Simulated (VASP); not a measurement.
A run of VASP 6.6.1:

INCAR

```
  PREC = Accurate
  ENCUT = 600
  EDIFF = 1E-7
  ISMEAR = 1
  SIGMA = 0.1
  LREAL = False
  LASPH = True
  NELM = 80
  ALGO = Normal
  ISIF = 3
  LWAVE = False
  LCHARG = False
  GGA = PS
  IBRION = 2
  NSW = 90
  EDIFFG = -0.005
  KPAR = 4
```

File KPOINTS:

```
Automatic mesh
0
Gamma
  6 6 9
```

POSCAR

```
YAlCu                                   
1.0
    6.9765818401     -0.0000000000     -0.0000000000
   -3.4882909200      6.0418971051      0.0000000000
   -0.0000000000      0.0000000000      3.9632355395
  Y               Al              Cu            
     3     3     3
Direct
     0.0000000000000000    0.4149160378157297    0.5000000000000000
     0.5850839621842702    0.5850839621842702    0.5000000000000000
     0.4149160378157297    0.0000000000000000    0.5000000000000000
     0.0000000000000000    0.7631999507961387    0.0000000000000000
     0.2368000492038614    0.2368000492038614    0.0000000000000000
     0.7631999507961387    0.0000000000000000    0.0000000000000000
     0.3333333300000021    0.6666666699999979    0.0000000000000000
     0.6666666699999979    0.3333333300000021    1.0000000000000000
     0.0000000000000000    0.0000000000000000    0.5000000000000000
```

Potentials or basis: VASP PAW PBE potentials, release 64 (Y_sv, Al, Cu).

Run with:

```bash
$ cat potpaw_PBE.64/Y_sv/POTCAR potpaw_PBE.64/Al/POTCAR potpaw_PBE.64/Cu/POTCAR > POTCAR
$ mpirun -np 4 vasp_std > vasp.out
```

Hardware: 4 MPI ranks on AMD EPYC 9R45 96-Core Processor (Zen 5), with other jobs on the host.

Question: How long does it take, and how much memory?

Answer: Wall time 2.2 min on 4 MPI ranks on AMD EPYC 9R45 96-Core Processor (Zen 5), on a shared host, peak memory 0.52 GiB a rank. Counts: scf iterations 30, k points 35, ion steps 2.
